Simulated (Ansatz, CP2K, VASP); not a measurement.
Code comparison for YCo2Ge2 (P1, 5 atoms in the cell)

Self-consistent single point, at a second geometry (atoms moved at random). First geometry:

```xyz
5
Lattice="-1.9719 1.9719 5.0421 1.9719 -1.9719 5.0421 1.9719 1.9719 -5.0421" Properties=species:S:1:pos:R:3 pbc="T T T"
Y      0.0000     0.0000     0.0000
Co     0.0000     1.9719     2.5210
Co     1.9719     0.0000     2.5210
Ge     0.0000     0.0000     6.3417
Ge     0.0000     0.0000     3.7424
```

Second geometry:
```yaml
crystal:
  lattice:
    - [-1.97187, 1.97187, 5.04209]
    - [1.97187, -1.97187, 5.04209]
    - [1.97187, 1.97187, -5.04209]
  atoms:
    - { symbol: Y, position: [0.01427, 0.00013, 0.00432] }
    - { symbol: Co, position: [0.73881, 0.26228, 0.50261] }
    - { symbol: Co, position: [0.23682, 0.75226, 0.49712] }
    - { symbol: Ge, position: [0.63863, 0.62508, 0.00102] }
    - { symbol: Ge, position: [0.37147, 0.36025, 0.99494] }
```

Shared settings, as Ansatz (a program for electronic structure) writes them: kpoints.mp_grid.grid = 7 7 7; scf.occupations.method = gaussian; scf.occupations.width = 0.2 eV. Potentials and cutoffs stand in the table.

| code | model | ΔF from the first geometry (meV/atom) | pressure (GPa) | largest force (eV/Å) | cutoff |
|---|---|---|---|---|---|
| Ansatz | LDA (PW92), PAW files made with PBE | 17.7 | -6.51 | 0.986 | default |
| VASP | LDA (PZ), VASP's LDA PAW potentials (set 64) | 18.0 | -7.06 | 1.007 | 300 eV |
| CP2K | LDA (Pade form), GPW, DZVP-MOLOPT-SR-GTH basis, GTH-PADE potentials (GTH_POTENTIALS) | 17.1 | -6.96 | 0.953 | grid 600 Ry |

Size of the force on each atom (eV/Å): Sizes of forces hide their directions.

| code | Y1 | Co2 | Co3 | Ge4 | Ge5 |
|---|---|---|---|---|---|
| Ansatz | 0.281 | 0.922 | 0.848 | 0.986 | 0.637 |
| VASP | 0.282 | 0.934 | 0.861 | 1.007 | 0.648 |
| CP2K | 0.281 | 0.903 | 0.825 | 0.953 | 0.620 |

On Ansatz's run: spin polarisation is off.

The spread over the programs that give each value: ΔF from the first geometry within 0.9 meV/atom; pressure within 0.55 GPa; largest force within 0.054 eV/Å.

CP2K uses small atom-centred bases, whose incompleteness enters pressures, forces and empty levels differently from a plane-wave cutoff. Ansatz's pressure is given at a fixed set of plane waves, as the other plane-wave codes print theirs; with its correction for the finite basis it is -6.44 GPa. The same LDA comes in different parametrisations, which differ slightly.

VASP's run is marked for a possible Pulay error in its stress at this cutoff; no cutoff test was made.

The starting cell comes from a database of computed structures (which also holds hypothetical and non-ambient phases and stackings), without a prior relaxation at this level. Its lattice was rescaled by a random factor within 2.5 % of one. For this run, on top of that: atoms moved at random.

Left out of this page: SIESTA (not drawn, or without a comparable value).

Keys are those of Ansatz 0.2.
